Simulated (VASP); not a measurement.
OSZICAR of a VASP run on Er (hcp):

File OSZICAR:
```
       N       E                     dE             d eps       ncg     rms          rms(c)
DAV:   1     0.503390409318E+02    0.50339E+02   -0.87836E+03  2862   0.137E+03
DAV:   2    -0.200457003151E+01   -0.52344E+02   -0.51206E+02  2799   0.532E+02
DAV:   3    -0.436372544222E+01   -0.23592E+01   -0.22642E+01  2990   0.558E+01
DAV:   4    -0.445594305296E+01   -0.92218E-01   -0.90974E-01  3022   0.958E+00
DAV:   5    -0.446018021336E+01   -0.42372E-02   -0.42627E-02  2870   0.165E+00    0.242E+01
DAV:   6    -0.446526960530E+01   -0.50894E-02   -0.27489E-02  2814   0.313E+00    0.144E+01
DAV:   7    -0.447804531176E+01   -0.12776E-01   -0.50425E-02  2711   0.435E+00    0.359E-01
DAV:   8    -0.447802856654E+01    0.16745E-04   -0.32295E-03  2652   0.866E-01    0.671E-02
DAV:   9    -0.447805545693E+01   -0.26890E-04   -0.19261E-04  2884   0.183E-01    0.320E-02
DAV:  10    -0.447805335903E+01    0.20979E-05   -0.26150E-05  2814   0.640E-02    0.483E-02
DAV:  11    -0.447805415088E+01   -0.79185E-06   -0.24039E-06  2033   0.179E-02
   1 F= -.44780542E+01 E0= -.44790180E+01  d E =-.447805E+01
       N       E                     dE             d eps       ncg     rms          rms(c)
DAV:   1    -0.460614005850E+01   -0.12809E+00   -0.24265E+00  2474   0.246E+01    0.219E+00
DAV:   2    -0.452873450754E+01    0.77406E-01   -0.19852E-01  2308   0.723E+00    0.973E-01
DAV:   3    -0.449037061708E+01    0.38364E-01   -0.84268E-02  2526   0.499E+00    0.375E-01
DAV:   4    -0.449018570615E+01    0.18491E-03   -0.63169E-03  2671   0.128E+00    0.284E-01
DAV:   5    -0.449032251359E+01   -0.13681E-03   -0.72633E-04  2752   0.408E-01    0.270E-02
DAV:   6    -0.449030236527E+01    0.20148E-04   -0.59671E-05  2804   0.132E-01    0.164E-02
DAV:   7    -0.449029647190E+01    0.58934E-05   -0.88336E-06  2603   0.382E-02    0.261E-03
DAV:   8    -0.449029619867E+01    0.27322E-06   -0.41192E-07  1282   0.152E-02
   2 F= -.44902962E+01 E0= -.44915759E+01  d E =-.122420E-01
       N       E                     dE             d eps       ncg     rms          rms(c)
DAV:   1    -0.449248616405E+01   -0.21897E-02   -0.38993E-02  2482   0.295E+00    0.289E-01
DAV:   2    -0.449122549169E+01    0.12607E-02   -0.32854E-03  2323   0.935E-01    0.124E-01
DAV:   3    -0.449060124418E+01    0.62425E-03   -0.13222E-03  2541   0.637E-01    0.457E-02
DAV:   4    -0.449059364064E+01    0.76035E-05   -0.10964E-04  2649   0.170E-01    0.345E-02
DAV:   5    -0.449059408732E+01   -0.44668E-06   -0.12043E-05  2724   0.537E-02    0.343E-03
DAV:   6    -0.449059380333E+01    0.28399E-06   -0.46394E-07  1072   0.172E-02
   3 F= -.44905938E+01 E0= -.44918370E+01  d E =-.125397E-01
       N       E                     dE             d eps       ncg     rms          rms(c)
DAV:   1    -0.449062577406E+01   -0.31687E-04   -0.69777E-04  2512   0.407E-01    0.399E-02
DAV:   2    -0.449060279524E+01    0.22979E-04   -0.59807E-05  2340   0.127E-01    0.170E-02
DAV:   3    -0.449059144609E+01    0.11349E-04   -0.23657E-05  2538   0.839E-02    0.605E-03
DAV:   4    -0.449059109279E+01    0.35330E-06   -0.12059E-06  1085   0.237E-02
   4 F= -.44905911E+01 E0= -.44918288E+01  d E =-.125369E-01
       N       E                     dE             d eps       ncg     rms          rms(c)
DAV:   1    -0.449342399074E+01   -0.28325E-02   -0.99681E-02  2481   0.398E+00    0.233E-01
DAV:   2    -0.449214151802E+01    0.12825E-02   -0.26012E-03  2806   0.771E-01    0.129E-01
DAV:   3    -0.449149079949E+01    0.65072E-03   -0.74014E-04  3147   0.340E-01    0.586E-02
DAV:   4    -0.449148365431E+01    0.71452E-05   -0.12062E-04  2803   0.996E-02    0.306E-02
DAV:   5    -0.449148348480E+01    0.16951E-06   -0.46878E-06  2170   0.305E-02
   5 F= -.44914835E+01 E0= -.44929122E+01  d E =-.892392E-03
       N       E                     dE             d eps       ncg     rms          rms(c)
DAV:   1    -0.449254289894E+01   -0.10592E-02   -0.47088E-02  2481   0.273E+00    0.165E-01
DAV:   2    -0.449193912995E+01    0.60377E-03   -0.12175E-03  2801   0.527E-01    0.871E-02
DAV:   3    -0.449163143856E+01    0.30769E-03   -0.35486E-04  3147   0.234E-01    0.364E-02
DAV:   4    -0.449162840052E+01    0.30380E-05   -0.57108E-05  2819   0.679E-02    0.195E-02
DAV:   5    -0.449162815119E+01    0.24933E-06   -0.13382E-06  1418   0.201E-02
   6 F= -.44916282E+01 E0= -.44931484E+01  d E =-.103706E-02
```

### Question
Which electronic solver shows in the log?

### Answer
It is blocked Davidson (ALGO = Normal, or the opening steps of other solvers). The INCAR had ALGO = Normal.

### Question
Can the final energy be trusted as converged?

### Answer
The run converged. It stopped with EDIFF = 1E-6, NELM = 100, NSW = 60 and EDIFFG = -0.01 after 6 ionic steps (rev-vdW-DF2, plane waves, VASP's PBE PAW potentials (set 64)). The 4f electrons are frozen in the core of the lanthanide potential, so 4f levels, which can set the real gap, and their magnetism are missing. Energy and stress use the plane-wave basis of the starting cell.

The compound is Er in the hcp structure. This run relaxes it. Symmetry was kept, so distortions that lower it aren't found.
